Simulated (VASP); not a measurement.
An input for Quantum ESPRESSO's pw.x (written as the equivalent of a VASP run, and not itself run):

```
&CONTROL
  calculation = 'scf'
  pseudo_dir = './pseudo'
  outdir = './out'
  tprnfor = .true.
  tstress = .true.
/
&SYSTEM
  ibrav = 0
  nat = 1
  ntyp = 1
  ecutwfc = 82
  occupations = 'smearing'
  smearing = 'methfessel-paxton'
  degauss = 0.00735
  input_dft = 'pbe'
  nosym = .true.
/
&ELECTRONS
  conv_thr = 7.3e-08
  electron_maxstep = 100
/
ATOMIC_SPECIES
  Pd 106.420 Pd.upf
CELL_PARAMETERS angstrom
     0.0000000    1.9839000    1.9839000
     1.9839000    0.0000000    1.9839000
     1.9839000    1.9839000    0.0000000
ATOMIC_POSITIONS crystal
  Pd   0.0000000  0.0000000  0.0000000
K_POINTS automatic
  14 14 14 0 0 0
```

**Question.** Write the VASP files for the same calculation (PBE).

**Answer.** Several could match; the one computed here: 
KPOINTS:
```
kpoints
0
G
  14 14 14
```

**INCAR**
```
# general
SYSTEM  = Pd
PREC    = Accurate
ENCUT   = 400
LREAL   = .FALSE.
LASPH   = .TRUE.
ISYM    = 0

# electronic loop
EDIFF   = 1E-6
NELM    = 100
ALGO    = Normal
LMAXMIX = 4

# smearing
ISMEAR  = 1
SIGMA   = 0.1

# functional
GGA     = PE

# ions
ISIF    = 2

# output
LWAVE   = .FALSE.
LCHARG  = .FALSE.
```

**POSCAR**
```
Pd
1
    0.0000000000     1.9839000000     1.9839000000
    1.9839000000     0.0000000000     1.9839000000
    1.9839000000     1.9839000000     0.0000000000
Pd
1
Direct
  0.0000000000   0.0000000000   0.0000000000
```

POTCAR, in this order: Pd (PBE.64 set). Program: vasp_std.

Limits of the translation: the potentials are each code's own (VASP's PAW set, PseudoDojo norm-conserving files in pw.x), so ENCUT and ecutwfc are chosen apart and not converted; conv_thr bounds pw.x's estimated SCF error, while EDIFF bounds the energy change between steps.

The compound is Pd in the fcc structure. The cell was not relaxed at this level. The run is one of a series of settings (ISYM = 0 against the base run), some of them coarse on purpose.
